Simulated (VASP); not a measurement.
# Zr: surface energy and work function by face

Which face of Zr is cheapest, and which holds its electrons hardest?

Program: VASP 6.6.1. Level of theory: r2SCAN; plane waves and PAW (Zr_sv). Results are calculated unless marked as measured.

Most raw output is cut from this account.

## Step 1: Set-up

The structure is hexagonal, space group P6_3/mmc (No. 194). Conventional cell: a = 3.230 Å, b = 3.230 Å, c = 5.145 Å, α = 90.00°, β = 90.00°, γ = 120.00°. Nearest to Zr lie 12 Zr at 3.18 to 3.23 Å.

Structure file:

```xyz
2
Lattice="3.2300 0.0000 0.0000 -1.6150 2.7973 0.0000 0.0000 0.0000 5.1454" Properties=species:S:1:pos:R:3 pbc="T T T"
Zr    0.0000    0.0000    0.0000
Zr    0.0000    1.8648    2.5727
```

## Step 2: The bulk reference, job relaxation, k-mesh 14×14×8

The bulk crystal is relaxed first, so that the slabs are cut at this functional's lattice.

Input file INCAR:

```
SYSTEM = Zr
PREC = Accurate
ENCUT = 420
EDIFF = 1E-06
NELM = 120
ISMEAR = 1
SIGMA = 0.15
LREAL = .FALSE.
ALGO = Normal
METAGGA = R2SCAN
LASPH = .TRUE.
NBANDS = 18
LORBIT = 11
LWAVE = .FALSE.
LCHARG = .FALSE.
KPAR = 4
IBRION = 2
NSW = 30
ISIF = 3
EDIFFG = -0.01
POTIM = 0.4
```

Input file POSCAR:

```
Zr
1.0
    3.2300000000      0.0000000000      0.0000000000
   -1.6150000000      2.7972620542      0.0000000000
    0.0000000000      0.0000000000      5.1453900000
Zr
2
Direct
    0.0000000000      0.0000000000      0.0000000000
    0.3333333333      0.6666666667      0.5000000000
```

Input file KPOINTS:

```
Automatic mesh
0
Gamma
14 14 8
0 0 0
```

PAW data sets: Zr_sv (PBE family, release 64).

Started as:

```
mpirun -np 4 vasp_std
```

The job ended after 2.3 min (4 MPI ranks of Intel Xeon Platinum 8488C (Sapphire Rapids), shared host; peak memory 0.76 GiB; 8.8 min of CPU time).

The PAW data sets were made with PBE, which is usual practice but a small mismatch for other functionals. The run keeps the 24 symmetry operations of its start, so it cannot find a distortion of lower symmetry.

The steps of the relaxation:

```csv
step,energy less that of the first step (eV),largest force (eV/Å),pressure (GPa),volume (Å³)
1,0.0000,0.0000,1.03,46.49
2,-0.0009,0.0000,-0.69,47.30
3,-0.0016,0.0000,-0.02,46.97
4,-0.0016,0.0000,-0.02,46.98
5,-0.0016,0.0000,-0.03,46.98
6,-0.0016,0.0000,-0.02,46.98
```

```csv
"conventional cell, symmetrised",before,after,change
a (Å),3.230,3.246,+0.5 %
b (Å),3.230,3.246,+0.5 %
c (Å),5.145,5.150,+0.1 %
volume (Å³/atom),23.24,23.49,+1.1 %
```

Final coordinates:

```xyz
2
Lattice="3.2455 0.0000 0.0000 -1.6228 2.8107 0.0000 0.0000 0.0000 5.1499" Properties=species:S:1:pos:R:3 pbc="T T T"
Zr    0.0000    0.0000    0.0000
Zr    0.0000    1.8738    2.5749
```

This step gave:

```yaml
electronic_cycles: 42
electrons: 24
free_energy_toten: -45.50 eV
energy_at_zero_smearing: -45.50 eV
fermi_energy: 8.969 eV
metallic: yes
```

The run ended after 6 ionic steps, 0.002 eV below its first step, once forces and stress met EDIFFG = -0.01.

Energy at zero smearing: -45.50293 eV.

## Step 3: The bulk reference, job self-consistent run, k-mesh 16×16×9

Input file INCAR:

```
SYSTEM = Zr
PREC = Normal
ENCUT = 320
EDIFF = 1E-06
NELM = 120
ISMEAR = 1
SIGMA = 0.15
LREAL = .FALSE.
ALGO = Normal
METAGGA = R2SCAN
LASPH = .TRUE.
NBANDS = 18
LORBIT = 11
LWAVE = .FALSE.
LCHARG = .FALSE.
KPAR = 4
```

Input file POSCAR:

```
Zr
1.0
    3.2455109009      0.0000000000      0.0000000000
   -1.6227554504      2.8106948884      0.0000000000
    0.0000000000      0.0000000000      5.1498710746
Zr
2
Direct
    0.0000000000      0.0000000000      0.0000000000
    0.3333333333      0.6666666667      0.5000000000
```

Input file KPOINTS:

```
Automatic mesh
0
Gamma
16 16 9
0 0 0
```

Started as:

```
mpirun -np 4 vasp_std
```

The job ended after 24 s (4 MPI ranks; peak memory 0.59 GiB).

This step gave:

| Property | Result |
| --- | --- |
| electronic cycles | 15 |
| free energy (TOTEN) | -45.51 eV |
| energy at zero smearing | -45.51 eV |
| Fermi energy | 8.952 eV |

Energy at zero smearing: -45.50964 eV.

The run ends at a pressure of -0.62 GPa.

## Step 4: Relaxing the slab, 8 atoms, face Zr(0001)

System of this step: Zr(0001). The cell holds 8 atoms: 8 Zr. Its edges and angles: a = 3.246 Å, b = 3.246 Å, c = 33.025 Å, α = 90.0°, β = 90.0°, γ = 60.0°. It derives from Zr. 8 layers of hcp Zr, cut at this functional's lattice. Vacuum lies along c.

All atoms relax at the fixed cell.

Input file INCAR:

```
SYSTEM = Zr
PREC = Normal
ENCUT = 320
EDIFF = 1E-05
NELM = 120
ISMEAR = 1
SIGMA = 0.15
LREAL = .FALSE.
ALGO = Normal
METAGGA = R2SCAN
LASPH = .TRUE.
NBANDS = 59
LORBIT = 11
LWAVE = .FALSE.
LCHARG = .FALSE.
KPAR = 4
IBRION = 2
NSW = 40
ISIF = 2
EDIFFG = -0.03
POTIM = 0.4
MAXMIX = 40
```

Input file POSCAR:

```
Zr
1.0
    3.2455109009      0.0000000000      0.0000000000
    1.6227554504      2.8106948884      0.0000000000
    0.0000000000      0.0000000000     33.0245487611
Zr
8
Direct
    0.6666666700      0.6666666700      0.2271037800
    0.0000000000      0.0000000000      0.3050741300
    0.6666666700      0.6666666700      0.3830444800
    0.0000000000      0.0000000000      0.4610148300
    0.6666666700      0.6666666700      0.5389851700
    0.0000000000      0.0000000000      0.6169555200
    0.6666666700      0.6666666700      0.6949258700
    0.0000000000      0.0000000000      0.7728962200
```

Input file KPOINTS:

```
Automatic mesh
0
Gamma
12 12 1
0 0 0
```

Started as:

```
mpirun -np 4 vasp_std
```

It took 4.2 min on 4 MPI ranks; peak memory 0.99 GiB.

The run keeps the 12 symmetry operations of its start, so it cannot find a distortion of lower symmetry.

Step by step:

```csv
step,energy less that of the first step (eV),largest force (eV/Å)
1,0.0000,0.6428
2,-0.0489,0.4780
3,-0.1010,0.0661
4,-0.1019,0.0481
5,-0.1030,0.0177
```

The atoms that moved most (Å):

```csv
atom,dx,dy,dz,length
Zr8,0.000,0.000,-0.082,0.082
Zr1,0.000,0.000,0.082,0.082
Zr7,0.000,0.000,0.076,0.076
Zr2,0.000,0.000,-0.076,0.076
Zr5,0.000,0.000,-0.005,0.005
Zr4,0.000,0.000,0.005,0.005
Zr3,0.000,0.000,-0.005,0.005
Zr6,0.000,0.000,0.005,0.005
```

The relaxed structure:

```cif
data_structure
_symmetry_space_group_name_H-M 'P 1'
_symmetry_Int_Tables_number 1
_cell_length_a 3.2455
_cell_length_b 3.2455
_cell_length_c 33.0245
_cell_angle_alpha 90.000
_cell_angle_beta 90.000
_cell_angle_gamma 60.000
_cell_volume 301.25
loop_
_atom_site_label
_atom_site_type_symbol
_atom_site_fract_x
_atom_site_fract_y
_atom_site_fract_z
_atom_site_occupancy
Zr1 Zr 0.66667 0.66667 0.22958 1
Zr2 Zr 0.00000 0.00000 0.30276 1
Zr3 Zr 0.66667 0.66667 0.38288 1
Zr4 Zr 0.00000 0.00000 0.46118 1
Zr5 Zr 0.66667 0.66667 0.53882 1
Zr6 Zr 0.00000 0.00000 0.61712 1
Zr7 Zr 0.66667 0.66667 0.69724 1
Zr8 Zr 0.00000 0.00000 0.77042 1
```

Numbers from this step:

```yaml
electronic_cycles: 57
electrons: 96
free_energy_toten: -180.0228 eV
energy_at_zero_smearing: -180.0226 eV
fermi_energy: 4.069 eV
```

The run ended after 5 ionic steps, 0.103 eV below its first step, once the forces on the free atoms met EDIFFG = -0.03.

## Step 5: Potential and states of the slab, 8 atoms, face Zr(0001)

A static run writes the electrostatic potential without exchange and correlation (LVHAR), which is flat in the vacuum and gives the level to count from. The dipole correction cancels the field that unlike faces would set up across the vacuum.

Input file INCAR:

```
SYSTEM = Zr
PREC = Normal
ENCUT = 320
EDIFF = 1E-06
NELM = 120
ISMEAR = 1
SIGMA = 0.15
LREAL = .FALSE.
ALGO = Normal
METAGGA = R2SCAN
LASPH = .TRUE.
NBANDS = 59
LORBIT = 11
LWAVE = .FALSE.
LCHARG = .TRUE.
KPAR = 4
IDIPOL = 3
LDIPOL = .TRUE.
DIPOL = 0.5 0.5 0.5
LVHAR = .TRUE.
LVACPOTAV = .TRUE.
NEDOS = 1500
```

Input file POSCAR:

```
Zr
1.0
    3.2455109009      0.0000000000      0.0000000000
    1.6227554504      2.8106948884      0.0000000000
    0.0000000000      0.0000000000     33.0245487611
Zr
8
Direct
    0.6666666700      0.6666666700      0.2295765998
    0.0000000000      0.0000000000      0.3027590906
    0.6666666700      0.6666666700      0.3828811658
    0.0000000000      0.0000000000      0.4611791284
    0.6666666700      0.6666666700      0.5388208716
    0.0000000000      0.0000000000      0.6171188342
    0.6666666700      0.6666666700      0.6972409094
    0.0000000000      0.0000000000      0.7704234002
```

KPOINTS is that of step 4.

Started as:

```
mpirun -np 4 vasp_std
```

The job ended after 3.5 min (4 MPI ranks; peak memory 0.97 GiB; 13 min of CPU time).

This step gave:

```yaml
electronic_cycles: 31
fermi_energy: 4.067 eV
dipole_moment: 0, 0, -3.00e-6 e·Å
vacuum_levels: 8.332, 8.332 eV
work_functions_of_the_upper_and_lower_face: 4.265, 4.265 eV
```

The planar average of the electrostatic potential oscillates, so the rows of the table below give means over windows of 2.53 Å about each position, cut where the curve ends. Its maxima inside the range that stand out by 2 % of the span (Å: eV): 8.8: -0.827, 11.3: 0.0699, 14.0: -0.277, 16.5: -0.316, 19.0: -0.277, 21.7: 0.0698, 24.2: -0.827. Its minima: 7.6: -18.3, 10.0: -18.2, 12.7: -18.2, 15.2: -18.2, 17.8: -18.2, 20.4: -18.2, 23.0: -18.2, 25.4: -18.3.

Zero at the Fermi level. The planar average of the electrostatic potential by height; means over each step:

```csv
height (Å),planar average of the electrostatic potential (eV)
1.26,4.27
3.79,4.22
6.33,-3.27
8.86,-9.91
11.39,-8.20
13.92,-8.72
16.45,-8.88
18.98,-8.73
21.51,-8.24
24.04,-9.87
26.57,-4.44
29.10,4.20
31.63,4.27
```

Density of states in the PAW spheres, an atom over height of the layer and energy from the Fermi level.

Ten even steps from '0' (0.00 states/eV) to '9' (1.06 states/eV), each cell a mean:
```
96999969
74544547
63433436
66877866
77666677
55455455
46555564
56555565
34444443
12233221
00000000
00000000
00000000
00000000
00000000
00000000
00000000
00000000
00000000
00000000
00000000
00000000
```
Columns: height of the layer (Å) from 7.6 to 25.4; rows upwards: energy from the Fermi level (eV) from -7.9 to 0.5.

Valence density in the ca plane at fractional y = 0.000, with atoms of Zr within 0.2 Å of it. It is the smooth field of the valence electrons, not physical close to the nuclei.

Ten even steps from '0' (0.0 e/Å³) to '9' (5.7 e/Å³), each cell a mean:
```
15873000000000158730000000002687300000000000
02321000000000023310000000000232100000000000
00000000000000000000000000000000000000000000
00000000010000000000000110000000000000000000
00000000000000000000000000000000000000000000
01110000000000001100000000000111000000000000
13652000000000135520000000001464100000000000
26984100000000269941000000002798300000000000
```
Columns run along c (16.0 Å, from fractional 0.44 to 0.92 of the cell), rows up along a (3.2 Å). Atoms in or near the plane, at fractional coordinates: Zr at (0.46, 0.00), Zr at (0.62, 0.00), Zr at (0.77, 0.00).

The map of layer states is cut here 0.5 eV above the Fermi level, so it leaves out the states above that.

The vacuum level lies 4.26 eV above the Fermi level at the upper face; both faces agree, as the slab has next to no dipole.

The program found no field-free point at its default tolerance, but its printed level agrees with the flat part of the planar average.

On this mesh the fine structure of the density of states is sampling noise, and high empty states may be cut by the number of bands.

## Step 6: Surface relaxation, 12 atoms, face Zr(10-10)

System of this step: Zr(10-10). The cell holds 12 atoms: 12 Zr. Cell: a = 3.246 Å, b = 5.150 Å, c = 29.990 Å, α = 90.0°, β = 90.0°, γ = 90.0°. It derives from Zr. 12 layers of hcp Zr, cut at this functional's lattice. Vacuum lies along c.

Input file INCAR:

```
SYSTEM = Zr
PREC = Normal
ENCUT = 320
EDIFF = 1E-05
NELM = 120
ISMEAR = 1
SIGMA = 0.15
LREAL = .FALSE.
ALGO = Normal
METAGGA = R2SCAN
LASPH = .TRUE.
NBANDS = 89
LORBIT = 11
LWAVE = .FALSE.
LCHARG = .FALSE.
KPAR = 4
IBRION = 2
NSW = 40
ISIF = 2
EDIFFG = -0.03
POTIM = 0.4
MAXMIX = 40
```

Input file POSCAR:

```
Zr
1.0
    3.2455109009      0.0000000000      0.0000000000
    0.0000000000      5.1498710746      0.0000000000
    0.0000000000      0.0000000000     29.9903727383
Zr
12
Direct
    0.0000000000      0.0000000000      0.2500802500
    0.5000000000      0.0000000000      0.3438001600
    0.5000000000      0.5000000000      0.2813202200
    0.0000000000      0.0000000000      0.4375200600
    0.0000000000      0.5000000000      0.3750401300
    0.5000000000      0.0000000000      0.5312399700
    0.5000000000      0.5000000000      0.4687600300
    0.0000000000      0.0000000000      0.6249598700
    0.0000000000      0.5000000000      0.5624799400
    0.5000000000      0.0000000000      0.7186797800
    0.5000000000      0.5000000000      0.6561998400
    0.0000000000      0.5000000000      0.7499197500
```

Input file KPOINTS:

```
Automatic mesh
0
Gamma
9 6 1
0 0 0
```

Started as:

```
mpirun -np 4 vasp_std
```

It took 24 min on 4 MPI ranks; peak memory 1.7 GiB; 1.6 h of CPU time.

The run keeps the 8 symmetry operations of its start, so it cannot find a distortion of lower symmetry.

Relaxation path:

```csv
step,energy less that of the first step (eV),largest force (eV/Å)
1,0.0000,0.3904
2,-0.0148,0.3117
3,-0.0373,0.1015
4,-0.0378,0.1204
5,-0.0412,0.0801
6,-0.0430,0.0478
7,-0.0437,0.0314
8,-0.0443,0.0480
9,-0.0449,0.0368
10,-0.0462,0.0234
```

The atoms that moved most (Å):

```csv
atom,dx,dy,dz,length
Zr12,0.000,0.000,-0.104,0.104
Zr1,0.000,0.000,0.104,0.104
Zr10,0.000,0.000,-0.035,0.035
Zr3,0.000,0.000,0.035,0.035
Zr2,0.000,0.000,-0.016,0.016
Zr11,0.000,0.000,0.016,0.016
Zr9,0.000,0.000,0.014,0.014
Zr4,0.000,0.000,-0.014,0.014
```

Final coordinates:

```xyz
12
Lattice="3.2455 0.0000 0.0000 0.0000 5.1499 0.0000 0.0000 0.0000 29.9904" Properties=species:S:1:pos:R:3
Zr    0.0000    0.0000    7.6036
Zr    1.6228    0.0000   10.2951
Zr    1.6228    2.5749    8.4717
Zr    0.0000    0.0000   13.1071
Zr    0.0000    2.5749   11.2413
Zr    1.6228    0.0000   15.9382
Zr    1.6228    2.5749   14.0522
Zr    0.0000    0.0000   18.7491
Zr    0.0000    2.5749   16.8833
Zr    1.6228    0.0000   21.5187
Zr    1.6228    2.5749   19.6952
Zr    0.0000    2.5749   22.3868
```

Numbers from this step:

* electronic cycles: 87
* electrons: 144
* free energy (TOTEN): -269.2620 eV
* energy at zero smearing: -269.2573 eV
* Fermi energy: 3.475 eV

The run ended after 10 ionic steps, 0.046 eV below its first step, once the forces on the free atoms met EDIFFG = -0.03.

## Step 7: Vacuum level and density of states, 12 atoms, face Zr(10-10)

Input file INCAR:

```
SYSTEM = Zr
PREC = Normal
ENCUT = 320
EDIFF = 1E-06
NELM = 120
ISMEAR = 1
SIGMA = 0.15
LREAL = .FALSE.
ALGO = Normal
METAGGA = R2SCAN
LASPH = .TRUE.
NBANDS = 89
LORBIT = 11
LWAVE = .FALSE.
LCHARG = .TRUE.
KPAR = 4
IDIPOL = 3
LDIPOL = .TRUE.
DIPOL = 0.5 0.5 0.5
LVHAR = .TRUE.
LVACPOTAV = .TRUE.
NEDOS = 1500
```

Input file POSCAR:

```
Zr
1.0
    3.2455109009      0.0000000000      0.0000000000
    0.0000000000      5.1498710746      0.0000000000
    0.0000000000      0.0000000000     29.9903727383
Zr
12
Direct
    0.0000000000      0.0000000000      0.2535345434
    0.5000000000      0.0000000000      0.3432813914
    0.5000000000      0.5000000000      0.2824804631
    0.0000000000      0.0000000000      0.4370420458
    0.0000000000      0.5000000000      0.3748299897
    0.5000000000      0.0000000000      0.5314430278
    0.5000000000      0.5000000000      0.4685569722
    0.0000000000      0.0000000000      0.6251700103
    0.0000000000      0.5000000000      0.5629579542
    0.5000000000      0.0000000000      0.7175195369
    0.5000000000      0.5000000000      0.6567186086
    0.0000000000      0.5000000000      0.7464654566
```

KPOINTS is that of step 6.

Started as:

```
mpirun -np 4 vasp_std
```

It took 6.2 min on 4 MPI ranks; peak memory 1.6 GiB.

Numbers from this step:

```yaml
electronic_cycles: 35
energy_at_zero_smearing: -269.2572 eV
dipole_moment: 0, 0, 0 e·Å
vacuum_levels: 7.217, 7.217 eV
work_functions_of_the_upper_and_lower_face: 3.741, 3.741 eV
```

The planar average of the electrostatic potential oscillates, so the rows of the table below give means over windows of 2.78 Å about each position, cut where the curve ends. Its maxima inside the range that stand out by 2 % of the span (Å: eV): 9.4: -3.23, 12.2: -2.88, 15.0: -2.66, 17.8: -2.88, 20.6: -3.23. Its minima: 8.0: -15.1, 10.8: -14.2, 13.6: -14.2, 16.4: -14.2, 19.2: -14.2, 22.0: -15.1.

Zero at the Fermi level. The planar average of the electrostatic potential by height; means over each step:

```csv
height (Å),planar average of the electrostatic potential (eV)
1.39,3.74
4.17,3.67
6.95,-5.12
9.73,-9.20
12.51,-8.90
15.29,-8.79
18.07,-8.90
20.85,-9.38
23.63,-1.29
26.41,3.72
29.19,3.74
```

Density of states in the PAW spheres, an atom over height of the layer and energy from the Fermi level.

Ten even steps from '_' (0.00 states/eV) to '@' (1.23 states/eV), each cell a mean:
```
@@####%%%%%%%%%%%%####@@
%%**==----::::----==**%%
++==----------------==++
%%**++**########**++**%%
****++++++++++++++++****
--====================--
========================
--==++++==++++==++++==--
::::----------------::::
....::::::::::::::::....
________________________
________________________
________________________
________________________
________________________
________________________
________________________
________________________
________________________
________________________
________________________
________________________
```
Columns: height of the layer (Å) from 7.6 to 22.4 (not evenly spaced); rows upwards: energy from the Fermi level (eV) from -7.9 to 0.5.

Valence density in the ca plane at fractional y = 0.000, with atoms of Zr within 0.2 Å of it. It is the smooth field of the valence electrons, not physical close to the nuclei.

Values in e/Å³, 5 rows by 16 columns, each cell a mean:
```
0.2 2.3 2.4 0.2 0.3 0.3 0.4 3.4 1.1 0.2 0.3 0.1 0.0 0.0 0.0 0.0
0.2 0.4 0.4 0.2 2.3 1.4 0.2 0.5 0.3 0.7 2.8 0.4 0.0 0.0 0.0 0.0
0.3 0.2 0.2 0.3 4.0 2.5 0.1 0.2 0.2 1.2 4.8 0.7 0.0 0.0 0.0 0.0
0.2 0.7 0.8 0.2 1.4 0.8 0.2 1.0 0.4 0.4 1.7 0.3 0.0 0.0 0.0 0.0
0.2 3.0 3.1 0.2 0.2 0.2 0.5 4.3 1.4 0.2 0.2 0.1 0.0 0.0 0.0 0.0
```
Columns run along c (16.0 Å, from fractional 0.38 to 0.91 of the cell), rows up along a (3.2 Å). Atoms in or near the plane, at fractional coordinates: Zr at (0.44, 0.00), Zr at (0.53, 0.50), Zr at (0.63, 0.00), Zr at (0.72, 0.50).

The map of layer states is cut here 0.5 eV above the Fermi level, so it leaves out the states above that.

The vacuum level lies 3.74 eV above the Fermi level at the upper face; both faces agree, as the slab has next to no dipole.

The program found no field-free point at its default tolerance, but its printed level agrees with the flat part of the planar average.

On this mesh the fine structure of the density of states is sampling noise, and high empty states may be cut by the number of bands.

## Step 8: The faces side by side

This step: surfaces of a metal, r2SCAN; plane waves and PAW (VASP 6.6.1).

Derived from the runs above.

Symmetric slabs, all atoms free. All faces:

```csv
face,layers,area a surface atom (Å²),work function (eV),surface energy as cut (J/m²),surface energy relaxed (J/m²),change of the top spacing (%)
Zr(0001),8,9.122,4.265,1.861,1.77,-6.14
Zr(10-10),12,16.71,3.741,1.844,1.822,-7.34
```

Each surface energy is the slab's energy less its number of atoms times the bulk energy of -22.7548 eV, over twice the cell's area.

## Step 9: What came out

```json
{
  "Zr(0001)": "1.77 J/m², 4.26 eV",
  "Zr(10-10)": "1.82 J/m², 3.74 eV"
}
```

The cheapest face is Zr(0001) at 1.77 J/m², against 1.82 for Zr(10-10). The work functions are 4.26 eV for Zr(0001) and 3.74 eV for Zr(10-10). The densest face has the highest work function, as the smoothing of the electron density over an open face lowers the surface dipole. The two cheapest faces differ by under 4 %, which one mesh and one thickness don't resolve. The top spacing changes by -6.1 % on Zr(0001) and -7.3 % on Zr(10-10). Of the two ends of the prism face, the one with the short outer spacing was run. One thickness was run for each face, and bulk and slab meshes don't match, which leaves some hundredths of a J/m². The cells are 1 × 1 and can't reconstruct.

[Lines on the potential files, build, host, timing and source positions are cut from VASP's logs without a mark.]

[Logs are printed without paths, hosts, clocks, repeated set-up lines and the standing remarks that a program may print on its own settings, such as how far it seeks lower states.]

[Hosts, paths, dates, database ids (printed as entryN), source tags and the programs' standing remarks are cut or masked in the printed files.]

[Runs that stopped without an error message from VASP are left out.]
